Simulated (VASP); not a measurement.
Output of a VASP run:

### OSZICAR
```
       N       E                     dE             d eps       ncg     rms          rms(c)
DAV:   1     0.124390671912E+02    0.12439E+02   -0.45415E+03  3010   0.841E+02
DAV:   2    -0.252024142484E+02   -0.37641E+02   -0.36889E+02  3175   0.173E+02
DAV:   3    -0.255567638788E+02   -0.35435E+00   -0.35401E+00  3584   0.194E+01
DAV:   4    -0.255595837286E+02   -0.28198E-02   -0.28178E-02  3782   0.151E+00
DAV:   5    -0.255596300480E+02   -0.46319E-04   -0.46237E-04  3859   0.136E-01    0.682E+00
DAV:   6    -0.223750031799E+02    0.31846E+01   -0.60852E+00  3068   0.228E+01    0.412E+00
DAV:   7    -0.224569167475E+02   -0.81914E-01   -0.53459E-01  3100   0.601E+00    0.217E+00
DAV:   8    -0.224556458313E+02    0.12709E-02   -0.11061E-01  2994   0.287E+00    0.564E-01
DAV:   9    -0.224571334590E+02   -0.14876E-02   -0.16280E-02  2987   0.101E+00    0.252E-01
DAV:  10    -0.224606485639E+02   -0.35151E-02   -0.70008E-03  3045   0.694E-01    0.610E-02
DAV:  11    -0.224605137094E+02    0.13485E-03   -0.22929E-03  3814   0.320E-01    0.681E-02
DAV:  12    -0.224607404457E+02   -0.22674E-03   -0.36432E-04  3082   0.153E-01    0.183E-02
DAV:  13    -0.224607880811E+02   -0.47635E-04   -0.36943E-05  3008   0.688E-02    0.479E-03
DAV:  14    -0.224608179520E+02   -0.29871E-04   -0.71998E-06  3271   0.223E-02    0.245E-03
DAV:  15    -0.224608169280E+02    0.10240E-05   -0.10346E-07  3540   0.383E-03    0.148E-03
DAV:  16    -0.224608104742E+02    0.64539E-05   -0.53732E-07  3009   0.668E-03    0.429E-04
DAV:  17    -0.224608133345E+02   -0.28604E-05   -0.88226E-08  1541   0.267E-03    0.204E-04
DAV:  18    -0.224608126601E+02    0.67445E-06   -0.46333E-09  1515   0.596E-04    0.606E-05
DAV:  19    -0.224608125737E+02    0.86393E-07   -0.12708E-09  1514   0.270E-04
   1 F= -.22460813E+02 E0= -.22460813E+02  d E =0.000000E+00
       N       E                     dE             ncg
```

**OUTCAR**
```
------------------------ aborting loop because EDIFF is reached ----------------------------------------
  FORCE on cell =-STRESS in cart. coord.  units (eV):
  Direction    XX          YY          ZZ          XY          YZ          ZX
  --------------------------------------------------------------------------------------
  Total        0.0520337      0.0520337      0.0520337      0.0000000      0.0000000     -0.0000000
  in kB        4.8157021      4.8157021      4.8157021      0.0000000      0.0000000     -0.0000000
  external PRESSURE =       4.8157021 kB  Pullay stress =       0.0000000 kB
  volume of cell :       17.31
      direct lattice vectors                 reciprocal lattice vectors
     2.586893590  0.000000000  0.000000000     0.386564026  0.000000000  0.000000000
     0.000000000  2.586893590  0.000000000     0.000000000  0.386564026  0.000000000
     0.000000000  0.000000000  2.586893590     0.000000000  0.000000000  0.386564026
 POSITION                                       TOTAL-FORCE (eV/Angst)
 -----------------------------------------------------------------------------------
      0.00000      0.00000      0.00000         0.000000      0.000000      0.000000
 -----------------------------------------------------------------------------------
    total drift:                                0.000000      0.000000     -0.000000
  FREE ENERGIE OF THE ION-ELECTRON SYSTEM (eV)
  ---------------------------------------------------
  free  energy   TOTEN  =       -22.4608125737 eV

  energy  without entropy=      -22.4608125737  energy(sigma->0) =      -22.46081257

 total charge

# of ion       s       p       d       tot
------------------------------------------
    1        0.515   0.333   8.588   9.437
```
(Selected blocks of OUTCAR.)

### POSCAR
```
Pd
1
    2.5868935903     0.0000000000     0.0000000000
    0.0000000000     2.5868935903     0.0000000000
    0.0000000000     0.0000000000     2.5868935903
Pd
1
Direct
  0.0000000000   0.0000000000   0.0000000000
```

Question: Reconstruct the remaining input files.

Answer: This is not unique; one that fits is the input of the run itself, r2SCAN meta-GGA, plane waves, VASP's PBE PAW potentials (set 64).

KPOINTS_OPT:
```
k-points along high-symmetry lines
10
Line-mode
Reciprocal
  0.000000   0.000000   0.000000 ! GAMMA
  0.000000   0.500000   0.000000 ! X

  0.000000   0.500000   0.000000 ! X
  0.500000   0.500000   0.000000 ! M

  0.500000   0.500000   0.000000 ! M
  0.000000   0.000000   0.000000 ! GAMMA

  0.000000   0.000000   0.000000 ! GAMMA
  0.500000   0.500000   0.500000 ! R

  0.500000   0.500000   0.500000 ! R
  0.000000   0.500000   0.000000 ! X

  0.500000   0.500000   0.500000 ! R
  0.500000   0.500000   0.000000 ! M
```

**INCAR**
```
# general
SYSTEM  = Pd
PREC    = Accurate
ENCUT   = 400
LREAL   = .FALSE.
LASPH   = .TRUE.

# electronic loop
EDIFF   = 1E-7
NELM    = 100
ALGO    = Normal
LMAXMIX = 4
LMIXTAU = .TRUE.

# smearing
ISMEAR  = -5

# functional
METAGGA = R2SCAN

# ions
ISIF    = 2

# output
LWAVE   = .FALSE.
LCHARG  = .FALSE.
LORBIT  = 11
NEDOS   = 601
```

KPOINTS:
```
K-points
0
gamma
 16 16 16
```

POTCAR, in this order: Pd (PBE.64 set). Program: vasp_std.

For a metal the tetrahedron method with Blöchl corrections gives inexact stress and forces.

The structure was generated: Pd was put into the simple-cubic type (Pm-3m), which need not be its known phase. It was relaxed first, which changed the volume by +5 %.
